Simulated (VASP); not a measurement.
An input for Ansatz (written as the equivalent of a VASP run, and not itself run):

Ansatz 0.2 input:
```yaml
crystal:
  lattice:
    - [4.1159370, 0.0000000, 0.0000000]
    - [0.0000000, 4.1159370, 0.0000000]
    - [0.0000000, 0.0000000, 4.1159370]
  atoms:
    - { symbol: Cs, position: [0.0000000, 0.0000000, 0.0000000] }
    - { symbol: Cl, position: [0.5000000, 0.5000000, 0.5000000] }
kpoints:
  mp_grid: { grid: [4, 4, 4] }
hamiltonian:
  xc: pbe
  pseudopotentials: { kind: paw }
scf:
  occupations: { method: fermi_dirac, width: 0.01 }
  max_iter: 100
output: { forces: true, stress: true, eigenvalues: true }
```

Problem. Write the VASP files for the same calculation (PBE).

Solution. One answer among several that fit: 
### KPOINTS
```
Automatic
0
Gamma
 4 4 4
```

INCAR:
```
ALGO = Normal
EDIFF = 1E-6
ENCUT = 300
GGA = PE
ISIF = 2
ISMEAR = -1
LASPH = .True.
LCHARG = .False.
LMAXMIX = 4
LREAL = .False.
LWAVE = .False.
NELM = 100
PREC = Accurate
SIGMA = 0.01
SYSTEM = CsCl
```

File POSCAR:
```
CsCl
4.1159370
  1.0000000000   0.0000000000   0.0000000000
  0.0000000000   1.0000000000   0.0000000000
  0.0000000000   0.0000000000   1.0000000000
Cs Cl
1 1
Cartesian
  0.0000000000   0.0000000000   0.0000000000
  0.5000000000   0.5000000000   0.5000000000
```

POTCAR, in this order: Cs_sv Cl (PBE.64 set). Program: vasp_std.

What does not carry over: each code has its own PAW files, so the cut-off isn't converted (ENCUT is set for VASP's; basis.ecutwfc is left out, and Ansatz then takes the one that its files recommend); Ansatz stops its SCF on the density residual and VASP on the energy change (EDIFF).

The structure comes from a computed database's CsCl entry; how it stands against other phases isn't given here. The cell was not relaxed at this level.
